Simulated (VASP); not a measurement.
VASP ran on this input.

**INCAR**
```
SYSTEM=MgO
PREC=Accurate; ENCUT=400; LREAL=.False.
LASPH=.True.
EDIFF=1E-6; NELM=100; ALGO=Normal
ISMEAR=-1; SIGMA=0.02
GGA=PS
ISIF=2
LWAVE=.False.; LCHARG=.False.
```

### KPOINTS
```
K-points
0
gamma
 13 13 13
```

### POSCAR
```
MgO
1
    0.0000000000     2.1050000000     2.1050000000
    2.1050000000     0.0000000000     2.1050000000
    2.1050000000     2.1050000000     0.0000000000
Mg O
1 1
Direct
  0.0000000000   0.0000000000   0.0000000000
  0.5000000000   0.5000000000   0.5000000000
```

POTCAR, in this order: Mg O (PBE.64 set). Program: vasp_std.

Task: Write an equivalent input for Ansatz.

Result: One equivalent input (not run):
Ansatz 0.2 input:
```yaml
crystal:
  lattice:
    - [0.0000000, 2.1050000, 2.1050000]
    - [2.1050000, 0.0000000, 2.1050000]
    - [2.1050000, 2.1050000, 0.0000000]
  atoms:
    - { symbol: Mg, position: [0.0000000, 0.0000000, 0.0000000] }
    - { symbol: O, position: [0.5000000, 0.5000000, 0.5000000] }
kpoints:
  mp_grid: { grid: [13, 13, 13] }
hamiltonian:
  xc: pbesol
  pseudopotentials: { kind: paw }
scf:
  occupations: { method: fermi_dirac, width: 0.02 }
  max_iter: 100
output: { forces: true, stress: true, eigenvalues: true }
```
The two are equivalent in intent, not identical: each code has its own PAW files, so the cut-off isn't converted (ENCUT is set for VASP's; basis.ecutwfc is left out, and Ansatz then takes the one that its files recommend); Ansatz stops its SCF on the density residual and VASP on the energy change (EDIFF).

The structure is a typed MgO crystal (Fm-3m). The cell was not relaxed at this level. The run is one of a series of settings (GGA = PS against the base run), some of them coarse on purpose.
